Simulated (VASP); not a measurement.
Input:

```xyz
2
Lattice="0.0000 2.5713 2.5713 2.5713 0.0000 2.5713 2.5713 2.5713 0.0000" Properties=species:S:1:pos:R:3 pbc="T T T"
Li     0.0000     0.0000     0.0000
Cl     2.5713     2.5713     2.5713
```

Calculation: PBE GGA, VASP's PBE PAW potentials (set 64) (plane waves; VASP). Run with PREC = Normal, EDIFF = 1E-5, 450 eV cut-off, 10×10×10 Γ-centred mesh, Gaussian smearing of 0.050 eV, potentials Li_sv Cl.

Task: Predict the energy per atom (σ→0), band gap (on the k-mesh) with the smallest direct gap where there is one.

Result: 
```yaml
band gap (on the k-mesh): 6.33 eV
smallest direct gap (on the k-mesh): 6.33 eV
energy per atom (σ→0): -3.697 eV/atom
```

Only differences to runs with the same potentials and settings are physical.

The compound is LiCl in the rock salt structure. It was relaxed first.
